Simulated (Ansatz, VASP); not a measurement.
# Si55H20Cl2O9 (dichlorosilane on HO:Si(111)): VASP beside Ansatz, part 2 of 2

One calculation is typed for both programs; each brings its own data sets. How far apart do they land? The cell is taken from a series of runs on this material, whose earlier steps may have relaxed, scaled, displaced or heated it; both programs get it as it stands.

VASP 6.6.1 and Ansatz 0.2.0.

So far: Starting point; VASP: single point, PBE with D3(BJ).

### Step 3. Ansatz: single point, PBE with D3(BJ)

Level of this step: Ansatz beside VASP: Kohn-Sham DFT, plane waves, PBE with D3(BJ) (Ansatz).

Ansatz runs on its default PAW (the set named soft_2) files.

The same cell, functional, mesh and smearing now go to Ansatz, which takes its cutoff from its data sets.

input.yaml

```yaml
crystal:
  lattice:
    - [11.60362, 0.0, 0.0]
    - [-5.80181, 10.04903, 0.0]
    - [0.0, 0.0, 26.70113]
  atoms:
    - { symbol: Si, position: [0.0, 0.0, 0.09288] }
    - { symbol: Si, position: [0.22222, 0.11111, 0.12245] }
    - { symbol: Si, position: [0.22322, 0.1109, 0.20975] }
    - { symbol: Si, position: [0.11163, 0.22227, 0.23638] }
    - { symbol: Si, position: [0.11178, 0.22102, 0.32347] }
    - { symbol: Si, position: [0.00041, 0.99957, 0.35256] }
    - { symbol: Si, position: [1.0, 0.33333, 0.09288] }
    - { symbol: Si, position: [0.22222, 0.44444, 0.12245] }
    - { symbol: Si, position: [0.2229, 0.44506, 0.20965] }
    - { symbol: Si, position: [0.11041, 0.55501, 0.23751] }
    - { symbol: Si, position: [0.11082, 0.55366, 0.32507] }
    - { symbol: Si, position: [0.00147, 0.33057, 0.353] }
    - { symbol: Si, position: [1.0, 0.66667, 0.09288] }
    - { symbol: Si, position: [0.22222, 0.77778, 0.12245] }
    - { symbol: Si, position: [0.22199, 0.77772, 0.20983] }
    - { symbol: Si, position: [0.11145, 0.88898, 0.23857] }
    - { symbol: Si, position: [0.11291, 0.88856, 0.32671] }
    - { symbol: Si, position: [0.00284, 0.66568, 0.3549] }
    - { symbol: Si, position: [0.33333, 0.0, 0.09288] }
    - { symbol: Si, position: [0.55556, 0.11111, 0.12245] }
    - { symbol: Si, position: [0.55554, 0.11089, 0.20978] }
    - { symbol: Si, position: [0.44547, 0.22278, 0.23834] }
    - { symbol: Si, position: [0.44696, 0.2225, 0.32631] }
    - { symbol: Si, position: [0.33633, 0.0001, 0.3545] }
    - { symbol: Si, position: [0.33333, 0.33333, 0.09288] }
    - { symbol: Si, position: [0.55556, 0.44444, 0.12245] }
    - { symbol: Si, position: [0.55585, 0.44513, 0.21024] }
    - { symbol: Si, position: [0.4442, 0.55534, 0.23926] }
    - { symbol: Si, position: [0.44441, 0.55432, 0.32778] }
    - { symbol: Si, position: [0.33166, 0.32914, 0.35374] }
    - { symbol: Si, position: [0.33333, 0.66667, 0.09288] }
    - { symbol: Si, position: [0.55556, 0.77778, 0.12245] }
    - { symbol: Si, position: [0.55436, 0.77673, 0.2096] }
    - { symbol: Si, position: [0.44425, 0.88864, 0.23803] }
    - { symbol: Si, position: [0.44453, 0.88698, 0.3259] }
    - { symbol: Si, position: [0.33177, 0.6647, 0.35477] }
    - { symbol: Si, position: [0.66667, 0.0, 0.09288] }
    - { symbol: Si, position: [0.88889, 0.11111, 0.12245] }
    - { symbol: Si, position: [0.88955, 0.11222, 0.20892] }
    - { symbol: Si, position: [0.77772, 0.22154, 0.23774] }
    - { symbol: Si, position: [0.77835, 0.22011, 0.32549] }
    - { symbol: Si, position: [0.66878, 0.99559, 0.35207] }
    - { symbol: Si, position: [0.66667, 0.33333, 0.09288] }
    - { symbol: Si, position: [0.88889, 0.44444, 0.12245] }
    - { symbol: Si, position: [0.88764, 0.44435, 0.2101] }
    - { symbol: Si, position: [0.77725, 0.55579, 0.23994] }
    - { symbol: Si, position: [0.77814, 0.55608, 0.32892] }
    - { symbol: Si, position: [0.66954, 0.33126, 0.35515] }
    - { symbol: Si, position: [0.66667, 0.66667, 0.09288] }
    - { symbol: Si, position: [0.88889, 0.77778, 0.12245] }
    - { symbol: Si, position: [0.88968, 0.77682, 0.20966] }
    - { symbol: Si, position: [0.77845, 0.88931, 0.23461] }
    - { symbol: Si, position: [0.78099, 0.88973, 0.32092] }
    - { symbol: Si, position: [0.66921, 0.67304, 0.35346] }
    - { symbol: H, position: [0.0, 0.0, 0.03745] }
    - { symbol: O, position: [0.99933, 0.99503, 0.41568] }
    - { symbol: H, position: [0.95836, 0.04153, 0.43121] }
    - { symbol: H, position: [1.0, 0.33333, 0.03745] }
    - { symbol: O, position: [0.01118, 0.3195, 0.4159] }
    - { symbol: H, position: [0.96697, 0.35786, 0.43483] }
    - { symbol: H, position: [1.0, 0.66667, 0.03745] }
    - { symbol: O, position: [0.01693, 0.65676, 0.41757] }
    - { symbol: H, position: [0.97379, 0.69446, 0.43759] }
    - { symbol: H, position: [0.33333, 0.0, 0.03745] }
    - { symbol: O, position: [0.34575, 0.99507, 0.4174] }
    - { symbol: H, position: [0.31701, 0.04956, 0.4351] }
    - { symbol: H, position: [0.33333, 0.33333, 0.03745] }
    - { symbol: O, position: [0.32422, 0.30981, 0.41661] }
    - { symbol: H, position: [0.2606, 0.32872, 0.43292] }
    - { symbol: H, position: [0.33333, 0.66667, 0.03745] }
    - { symbol: O, position: [0.3314, 0.65997, 0.41786] }
    - { symbol: H, position: [0.27399, 0.68872, 0.43327] }
    - { symbol: H, position: [0.66667, 0.0, 0.03745] }
    - { symbol: O, position: [0.68038, 0.97542, 0.41468] }
    - { symbol: H, position: [0.6304, 0.00337, 0.43571] }
    - { symbol: H, position: [0.66667, 0.33333, 0.03745] }
    - { symbol: O, position: [0.68236, 0.31598, 0.41718] }
    - { symbol: H, position: [0.67449, 0.37848, 0.43941] }
    - { symbol: H, position: [0.66667, 0.66667, 0.03745] }
    - { symbol: O, position: [0.68192, 0.70216, 0.41613] }
    - { symbol: H, position: [0.68221, 0.78478, 0.42381] }
    - { symbol: Si, position: [0.57969, 0.57658, 0.50582] }
    - { symbol: Cl, position: [0.48569, 0.49411, 0.57318] }
    - { symbol: Cl, position: [0.7393, 0.54173, 0.50124] }
    - { symbol: H, position: [0.48281, 0.50249, 0.466] }
    - { symbol: H, position: [0.6322, 0.72133, 0.51059] }
kpoints:
  mp_grid: { grid: [2, 2, 1] }
hamiltonian:
  xc: pbe
  dispersion: d3bj
scf:
  occupations: { method: fermi_dirac, width: 0.025 }
output:
  forces: true
```

The run is started by

```bash
ansatz run input.yaml --threads 4 --pin off --max-ram 8192MiB --backend cpu --events-out ev --progress --plain --runs-dir out
```

Numbers of over 12 decimals in the logs are rounded to 6 here.

Log:

```text
Engine: ansatz 0.2.0, aarch64-unknown-linux-gnu
Pseudopotentials: kind: paw
Pseudopotential: Si, paw, valence charge 4, recommended cutoff 420 eV (normal), Si.paw.azcp
Pseudopotential: H, paw, valence charge 1, recommended cutoff 420 eV (normal), H.paw.azcp
Pseudopotential: O, paw, valence charge 6, recommended cutoff 420 eV (normal), O.paw.azcp
Pseudopotential: Cl, paw, valence charge 7, recommended cutoff 420 eV (normal), Cl.paw.azcp
Functional definition: PBE
  parameter kappa = 0.804
  parameter beta = 0.066725
  exchange = pbe_x(kappa = kappa, mu = beta*pi^2/3)
  correlation = pbe_c(beta = beta)
Crystal: 86 atoms, lattice volume = 3113.489 Å³
Basis set: ecut = 420 eV, 60827 PW (Γ), exchange–correlation on 160×160×360 points (8 copies of the dense FFT grid, shifted against one another)
Bands: 240, of which v1, the nominal top of the filled ones, is band 154 counted from 1 (153 counted from 0)
Symmetry: 1 space group operations
Space group: P1 (ITA 1), of the structure as read, at distance tolerance 1.5e-4 Å
k-points: 4
Non-local potential: Si, projectors of the file, l = 0: 2, l = 1: 2, l = 2: 2
Non-local potential: H, projectors of the file, l = 0: 2, l = 1: 1
Non-local potential: O, projectors of the file, l = 0: 2, l = 1: 2, l = 2: 1
Non-local potential: Cl, projectors of the file, l = 0: 2, l = 1: 2, l = 2: 2
PAW form: soft (Blöchl's): semilocal exchange-correlation on the pseudo side does not see the compensation charge
PAW one-centre angular grid: Si, 110 points (default); XC on 64 Gauss nodes
PAW one-centre angular grid: H, 110 points (default); XC on 64 Gauss nodes
PAW one-centre angular grid: O, 110 points (default); XC on 64 Gauss nodes
PAW one-centre angular grid: Cl, 110 points (default); XC on 64 Gauss nodes
Initial density: superposition of atomic densities (neutral atoms: chi_scale 0, normalization atom), corrected by the library's trained network
Initial wavefunctions: pseudopotential atomic-orbital guess
Functional: x = pbe(κ = 0.804, μ = 0.219515), c = pbe(β = 0.066725)
SCF iter   1: F=—  HF=-42574.213470 eV  |F-HF|=—  |Δ(HF+E_count)|=         —  Δρ=2.02e-3  dr2=9.13e-1  ethr=1.77e-3  ⟨swp⟩=7.2  Hψ=4971  notcnv=0  defer=226
preconditioner: auto → Resta (q_TF=auto, 1.855 Å⁻¹)  ε∞=2.7  [insulator: Δε(μ)=0.943 eV  Ē_g=8.683 eV  σ=0.025 eV  W_gap=1.00  n_scr=332 (ndim 8)  ℏωp=11.3 eV  f_vac=0.509  D(μ)=0.00/eV (n_scr^D=0)  ε∞_Penn≈2.7  vacuum switching on, ρ_ref=5.5e-3 e/Å³]
SCF iter   2: F=—  HF=-42574.090405 eV  |F-HF|=—  |Δ(HF+E_count)|=   1.23e-1  Δρ=1.14e-3  dr2=8.63e-2  ethr=2.96e-4  ⟨swp⟩=3.2  Hψ=1386  notcnv=0  defer=303
SCF iter   3: F=—  HF=-42574.082724 eV  |F-HF|=—  |Δ(HF+E_count)|=   7.68e-3  Δρ=4.51e-4  dr2=6.86e-3  ethr=2.80e-5  ⟨swp⟩=3.0  Hψ=1207  notcnv=0  defer=59
automatic band count: iteration 3 solves 179 bands in place of 240: the levels show a gap, and the empty bands left out lie too high to hold charge; the band table lists the bands solved (type scf.n_extra_bands for more)
SCF iter   4: F=—  HF=-42574.085669 eV  |F-HF|=—  |Δ(HF+E_count)|=   2.94e-3  Δρ=2.54e-4  dr2=1.76e-3  ethr=2.23e-6  ⟨swp⟩=2.0  Hψ=1257  notcnv=0  defer=59
SCF iter   5: F=—  HF=-42574.085873 eV  |F-HF|=—  |Δ(HF+E_count)|=   2.05e-4  Δρ=6.03e-5  dr2=1.33e-4  ethr=5.71e-7  ⟨swp⟩=2.0  Hψ=1273  notcnv=0  defer=59
SCF iter   6: F=—  HF=-42574.085927 eV  |F-HF|=—  |Δ(HF+E_count)|=   5.33e-5  Δρ=2.43e-5  dr2=3.95e-5  ethr=4.33e-8  ⟨swp⟩=2.0  Hψ=1241  notcnv=0  defer=59
SCF iter   7: F=—  HF=-42574.085862 eV  |F-HF|=—  |Δ(HF+E_count)|=   6.44e-5  Δρ=1.02e-5  dr2=1.45e-5  ethr=1.28e-8  ⟨swp⟩=2.0  Hψ=1320  notcnv=0  defer=59
SCF iter   8: F=—  HF=-42574.085863 eV  |F-HF|=—  |Δ(HF+E_count)|=   1.06e-6  Δρ=4.00e-6  dr2=5.26e-7  ethr=4.70e-9  ⟨swp⟩=2.0  Hψ=924  notcnv=0  defer=59
SCF iter   9: F=-42574.085864 eV  HF=-42574.085864 eV  |F-HF|=1.91e-8  |Δ(HF+E_count)|=   4.37e-7  Δρ=1.22e-6  dr2=4.68e-8  ethr=3.25e-11  ⟨swp⟩=5.0  Hψ=2950  notcnv=0
SCF 1 converged in 9 iterations: F = -42574.085864 eV  dr2 = 4.68e-8
  greatest PAW one-centre occupation: 0.909 electrons in one spin orbital (limit 2), on the Cl atom at site 82 (counted from 0), in its partial waves of l = 0
SCF converged after 9 iterations
Free energy (F): -42574.085864 eV
Harris-Foulkes:  -42574.085864 eV  (|F-HF|=1.91e-8)
Internal energy: -42574.085864 eV  (E = F + TS)
E sigma→0 (E₀):  -42574.085864 eV
Entropy (-TS):   -0.000000 eV (-0.000 meV/atom)
Fermi energy:    0.069216 eV
--- Per-component energies (eV) ---
  E_band       = -1992.936905
  E_kinetic    = 4401.804413
  E_local      = -101027.474252  (includes V_loc(G=0)·N_el)
  E_nonlocal   = 1947.195288
  E_hartree    = 48519.278600
  E_xc         = -4084.910424
  E_vxc        = -3881.803285  (∫ρ·V_xc dr)
  E_paw        = -30961.021948  (= ΣΔE_a)
  E_vpaw       = -471.217413  (= ΣTr[D̂ρ^β])
  E_aug_tail   = -0.001751  (compensation charges beyond the density's cutoff)
  E_ewald      = 38646.384849
  E_disp       = -15.340639  (pairwise vdW)
  E_smearing   = -0.000000  (= −TS)
  E_closure    = -0.000000  (closes the sum)
  Σ components = -42574.085864   (vs F -42574.085864, Δ=0.00e0)
--- Forces (eV/Å), atoms counted from 1 ---
  atom   1  Si    -0.00701132     0.01220329     0.68393469
  atom   2  Si     0.04919556    -0.02236377    -0.41513387
  atom   3  Si     0.01073105    -0.00900468    -0.01161524
  atom   4  Si    -0.00699782    -0.00237545     0.05080966
  atom   5  Si     0.01745925    -0.01180102     0.02012753
  atom   6  Si    -0.01747957    -0.01238610     0.15425025
  atom   7  Si     0.00841242    -0.03575407     0.66201088
  atom   8  Si     0.02741924     0.04586829    -0.43803556
  atom   9  Si    -0.00083123     0.01822908    -0.00966513
  atom  10  Si    -0.00057644    -0.00223321     0.04983384
  atom  11  Si     0.01339098    -0.01735891     0.00556522
  atom  12  Si     0.02004452    -0.01491834     0.13919858
  atom  13  Si    -0.01754778     0.01329688     0.63117911
  atom  14  Si    -0.00979585     0.00909862    -0.39605405
  atom  15  Si     0.00487946    -0.00267381    -0.01378200
  atom  16  Si    -0.01125221     0.00669792     0.06246457
  atom  17  Si     0.01573402    -0.00548681    -0.01853673
  atom  18  Si     0.03274601    -0.01257511     0.12261728
  atom  19  Si    -0.00698163     0.00324061     0.64124578
  atom  20  Si    -0.01091476    -0.00429644    -0.40686849
  atom  21  Si    -0.00811578    -0.00704026    -0.01440085
  atom  22  Si    -0.00522680     0.00866001     0.05932420
  atom  23  Si     0.01620013    -0.00918634    -0.01522171
  atom  24  Si     0.01885521     0.00073518     0.13398775
[...]
atom  79  H      0.00259610     0.00550885    -0.37858528
  atom  80  O     -0.01568529    -0.04594809    -0.03036544
  atom  81  H      0.00407105    -0.00562012    -0.00498360
  atom  82  Si     0.00296033    -0.00304741     0.03086752
  atom  83  Cl     0.00308017     0.00710087    -0.01901010
  atom  84  Cl    -0.00397128    -0.00276727    -0.00140151
  atom  85  H      0.00119493    -0.00172379    -0.00821340
  atom  86  H     -0.00555851     0.01204030    -0.00004774
  max |Σ_I F_I| component: 2.34e-4 eV/Å
```

In the SCF lines HF is the Harris–Foulkes energy and dr2 the Hartree energy of the density residual, in eV; the loop may stop once dr2 is under the threshold and the program's other checks hold. Hψ counts applications of the Hamiltonian.

### Step 4. Comparison

Known differences besides the potentials themselves: the cutoff is 420 eV in Ansatz and 520 eV in VASP (PREC = Accurate, projectors in real space). Total energies have different zeros and are not compared.

Both answers:

| quantity | Ansatz | VASP | difference |
| --- | --- | --- | --- |
| gap on the k mesh (eV) | 0.893 | 0.895 | -0.002 |

Forces on 10 of the 86 atoms, those with the largest forces and the largest differences (eV/Å; atoms numbered as in POSCAR):

| atom | Ansatz x, y, z | VASP x, y, z |
| --- | --- | --- |
| Si1 | -0.007, 0.012, 0.684 | -0.007, 0.012, 0.673 |
| Si7 | 0.008, -0.036, 0.662 | 0.009, -0.036, 0.651 |
| Si19 | -0.007, 0.003, 0.641 | -0.007, 0.003, 0.630 |
| Si25 | -0.013, 0.001, 0.675 | -0.013, 0.001, 0.663 |
| Si37 | 0.006, 0.014, 0.666 | 0.006, 0.014, 0.655 |
| Si43 | 0.014, -0.001, 0.661 | 0.014, -0.001, 0.650 |
| Si49 | -0.005, -0.004, 0.666 | -0.005, -0.004, 0.654 |
| H57 | -0.003, 0.000, -0.001 | -0.075, 0.044, 0.075 |
| H65 | -0.030, 0.005, 0.008 | -0.112, 0.019, 0.085 |
| H67 | 0.004, -0.002, -0.002 | -0.075, 0.025, 0.073 |

The forces differ by 27 meV/Å r.m.s., which is 16.5 % of the r.m.s. force of 0.164 eV/Å (both taken over all components). A gap on the mesh is an upper bound, since the band edges may lie between its points. With vacuum in the cell, a pressure given here is an average over mostly empty space and none of the material.

### Step 5. What came out

| Property | Result |
| --- | --- |
| r.m.s. force difference (single point, PBE with D3(BJ)) | 27 meV/Å |

In words: The r.m.s. force difference is 27 meV/Å (single point, PBE with D3(BJ)), beyond the 12 meV/Å picked in this series as the mark of a large difference. What causes the difference of the single point, PBE with D3(BJ) pair stays open here. How closely two codes agree says nothing of how well the functional describes the real material.

[Lines on the potential files, build, host, timing and source positions are cut from VASP's logs without a mark.]

[Logs are printed without paths, hosts, clocks, repeated set-up lines and the standing remarks that a program may print on its own settings, such as how far it seeks lower states.]

[Hosts, paths, dates, database ids (printed as entryN), source tags and the programs' standing remarks are cut or masked in the printed files.]
